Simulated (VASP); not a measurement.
Input for VASP

INCAR:
```
ALGO = Normal
EDIFF = 1E-6
EDIFFG = -0.01
ENCUT = 400
GGA = PS
IBRION = 2
ISIF = 3
ISMEAR = 1
LASPH = .TRUE.
LCHARG = .FALSE.
LMAXMIX = 4
LREAL = .FALSE.
LWAVE = .FALSE.
NELM = 100
NSW = 60
PREC = Accurate
SIGMA = 0.1
SYSTEM = SnGe
```

File KPOINTS:
```
Automatic mesh
0
Gamma
 10 10 9
0 0 0
```

### POSCAR
```
SnGe
1
    3.8887224587    -0.0000000335    -0.0000000000
   -1.9443617859     3.3677329819    -0.0000000000
    0.0000000000    -0.0000000000     3.6186119557
Sn Ge
1 1
Direct
  0.0000000000   0.0000000000   1.0000000000
  0.6666670000   0.3333330000   0.5000000000
```

POTCAR, in this order: Sn_d Ge_d (PBE.64 set). Program: vasp_std.

**Question.** Translate this PBEsol calculation to Ansatz.

**Answer.** One equivalent input (not run):
Ansatz 0.2 input:
```yaml
crystal:
  lattice:
    - [3.8887225, -0.0000000, 0.0000000]
    - [-1.9443618, 3.3677330, 0.0000000]
    - [0.0000000, 0.0000000, 3.6186120]
  atoms:
    - { symbol: Sn, position: [0.0000000, 0.0000000, 1.0000000] }
    - { symbol: Ge, position: [0.6666670, 0.3333330, 0.5000000] }
kpoints:
  mp_grid: { grid: [10, 10, 9] }
hamiltonian:
  xc: pbesol
  pseudopotentials: { kind: paw }
scf:
  occupations: { method: methfessel_paxton, width: 0.1 }
  max_iter: 100
relax:
  max_steps: 60
  f_tol: 0.01
  cell: {}
output: { forces: true, stress: true, eigenvalues: true }
```
The two are equivalent in intent, not identical: each code has its own PAW files, so the cut-off isn't converted (ENCUT is set for VASP's; basis.ecutwfc is left out, and Ansatz then takes the one that its files recommend); Ansatz stops its SCF on the density residual and VASP on the energy change (EDIFF).

The structure was generated: SnGe was put into the WC type (P-6m2), which need not be its known phase. This run relaxes it. Symmetry was kept, so distortions that lower it aren't found. The start is the result of an earlier pass.
